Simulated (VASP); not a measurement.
```yaml
crystal:
  lattice:
    - [1.82586, -3.16249, 0.00000]
    - [1.82586, 3.16249, 0.00000]
    - [0.00000, 0.00000, 6.92126]
  atoms:
    - { symbol: Hf, position: [0.00000, 0.00000, 0.00000] }
    - { symbol: S, position: [0.33333, 0.66667, 0.20799] }
    - { symbol: S, position: [0.66667, 0.33333, 0.79201] }
```

Computed with PW91 GGA, VASP's PBE PAW potentials (set 64) (plane waves; VASP). Settings: 520 eV cut-off, 8×8×4 Γ-centred mesh, tetrahedra with Blöchl corrections, potentials Hf_pv S.

Without a dispersion term in the relaxation, distances and binding between the weakly bound layers, chains or molecules are unreliable, and so is what depends on them.

### Question
Predict the energy per atom (σ→0).

### Answer

```
Item                           Result
---------------------  --------------
energy per atom (σ→0)  -7.651 eV/atom
```

Only differences to runs with the same potentials and settings are physical.

The compound is HfS2 in the 1T layered structure. It was relaxed first, which changed the volume by +20 %.
